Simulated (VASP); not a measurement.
Here is the system:

```yaml
crystal:
  lattice:
    - [0.00000, 2.20830, 2.20830]
    - [2.20830, 0.00000, 2.20830]
    - [2.20830, 2.20830, 0.00000]
  atoms:
    - { symbol: Ti, position: [0.00000, 0.00000, 0.00000] }
    - { symbol: C, position: [0.50000, 0.50000, 0.50000] }
```

Method: PBE GGA, VASP's PBE PAW potentials (set 64) (plane waves; VASP). Run with 520 eV cut-off, 13×13×13 Γ-centred mesh, tetrahedra, potentials Ti_sv C.

Problem. Give the stress tensor in GPa (positive for a compressed cell).

Solution. 
```
-12.57    0.00    0.00
  0.00  -12.57    0.00
  0.00    0.00  -12.57
```
The pressure is its mean diagonal, -12.57 GPa.

The compound is TiC in the rock salt structure. The cell was not relaxed at this level. The run is one of a series of settings (ISMEAR = -4, SIGMA removed against the base run), some of them coarse on purpose.
